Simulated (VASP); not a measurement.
Input:

```yaml
crystal:
  lattice:
    - [4.39898, 0.00000, 0.00000]
    - [0.00000, 4.39898, 0.00000]
    - [0.00000, 0.00000, 2.88790]
  atoms:
    - { symbol: Cr, position: [0.00000, 0.00000, 0.00000], spin: 2.1 }
    - { symbol: Cr, position: [0.50000, 0.50000, 0.50000], spin: 2.1 }
    - { symbol: O, position: [0.30353, 0.30353, 0.00000], spin: -0.1 }
    - { symbol: O, position: [0.80353, 0.19647, 0.50000], spin: -0.1 }
    - { symbol: O, position: [0.19647, 0.80353, 0.50000], spin: -0.1 }
    - { symbol: O, position: [0.69647, 0.69647, 0.00000], spin: -0.1 }
```

Computed with AM05 GGA, VASP's PBE PAW potentials (set 64) (plane waves; VASP). Run with 520 eV cut-off, 8×8×12 Γ-centred mesh, tetrahedra with Blöchl corrections, potentials Cr_pv O.

**Question.** What does the run give for the cell moment, energy per atom (σ→0), band gap (on the k-mesh) with the smallest direct gap where there is one?

**Answer.** 
```json
{
 "band gap (on the k-mesh)": "none (metal, semimetal or under 0.01 eV)",
 "cell_moment": "4.00 μB",
 "energy per atom (σ→0)": "-8.595 eV/atom"
}
```

**Question.** Give the moment on each site (PAW-sphere projection).

**Answer.** 
| site | moment (μB) |
|---|---|
| Cr1 | 2.06 |
| Cr2 | 2.06 |
| O3 | -0.07 |
| O4 | -0.07 |
| O5 | -0.07 |
| O6 | -0.07 |

The absolute energy has meaning only against runs of the same code, potentials and settings.

The compound is CrO2 in the rutile structure. It was relaxed first.
